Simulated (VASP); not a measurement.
Write the native input for VASP 6.6.1 that does the following.

```
Task                   : single point
Functional             : LDA
Potentials or basis    : VASP PAW LDA potentials, release 64 (Fe, Cl)
Cutoff                 : 520 eV
k mesh                 : 4 × 4 × 4
Occupations            : gaussian, width 0.05 eV
Spin                   : collinear spin, typed start
Starting moments       : [5.0, 0.0, 0.0, 0.0] μB
Hubbard terms          : Fe d U = 7.0 eV
Dipole correction      : no
Further INCAR settings : ALGO = Normal; EDIFF = 1e-06; NBANDS = 26
```

The structure of FeCl3 lies in POSCAR:

```
FeCl3
1.0
    4.9425175000      0.0000000000      0.0000000000
    0.0000000000      4.9425175000      0.0000000000
    0.0000000000      0.0000000000      4.9425175000
Fe Cl
1 3
Direct
    0.0000000000      0.0000000000      0.0000000000
    0.5000000000      0.0000000000      0.0000000000
    0.0000000000      0.0000000000      0.5000000000
    0.0000000000      0.5000000000      0.0000000000
```

The cell comes from a database or a generator and needn't be the stable form of this composition.

These files were run (other wordings do the same):

INCAR

```
  PREC = Accurate
  ENCUT = 520
  EDIFF = 1E-6
  ISMEAR = 0
  SIGMA = 0.05
  LREAL = False
  LASPH = True
  NELM = 150
  ALGO = Normal
  ISIF = 2
  LWAVE = False
  LCHARG = True
  ISPIN = 2
  MAGMOM = 5 0 0 0
  LORBIT = 11
  LMAXMIX = 4
  LDAU = True
  LDAUTYPE = 2
  LDAUL = 2 -1
  LDAUU = 7 0
  LDAUJ = 0 0
  LDAUPRINT = 1
  GGA = CA
  LELF = True
  LVHAR = True
  NBANDS = 26
```

KPOINTS

```
regular mesh
0
Gamma
  4 4 4
```

Potentials or basis: VASP PAW LDA potentials, release 64 (Fe, Cl).

Launch:

```sh
$ cat potpaw_LDA.64/Fe/POTCAR potpaw_LDA.64/Cl/POTCAR > POTCAR
$ mpirun -np 1 vasp_std > vasp.out
```

It gave:

```
Pressure                                              : -6.7 GPa
Band gap on the k mesh                                : 0.17 eV, indirect (least direct gap 0.39 eV)
Net moment                                            : 5.00 μB per cell
Site moments                                          : Fe +4.32; Cl +0.17 μB
Valence electrons inside the program's atomic spheres : Fe 6.33; Cl 5.07
```

Caveat: a cell with one magnetic atom can't hold antiferromagnetic order, which such compounds often take.

It took 56 s on 1 thread of Intel(R) Xeon(R) Platinum 8488C (Sapphire Rapids), on a shared host, peak memory 0.23 GiB.
